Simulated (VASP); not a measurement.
Here is the system:

```
CELL_PARAMETERS angstrom
      3.75100     0.00000     0.00000
      0.00000     3.75100     0.00000
      0.00000     0.00000     3.75100
ATOMIC_POSITIONS crystal
  Y  0.50000 0.50000 0.50000
  Tl 0.00000 0.00000 0.00000
```

Computed with PBEsol GGA, VASP's PBE PAW potentials (set 64) (plane waves; VASP). Run with 400 eV cut-off, 9×9×9 Γ-centred mesh, first-order Methfessel-Paxton smearing of 0.10 eV, potentials Y_sv Tl_d.

Task: The ions, cell shape and volume are relaxed. Which structure does the run end with?

Result: 
```
CELL_PARAMETERS angstrom
      3.73535     0.00000     0.00000
      0.00000     3.73535     0.00000
      0.00000     0.00000     3.73535
ATOMIC_POSITIONS crystal
  Y  0.50000 0.50000 0.50000
  Tl 0.00000 0.00000 0.00000
```
Space group Pm-3m (221), at a tolerance of 0.03 Å.

Task: How do energy and volume change from the first to the last step?

Result: The energy (σ→0) changes by -0.8 meV/atom and the volume by -1.2 %, in 3 ionic steps.

The structure comes from a measured YTl entry (Pm-3m) of the Crystallography Open Database, whose conditions weren't checked. This run relaxes it. Symmetry was kept, so distortions that lower it aren't found.
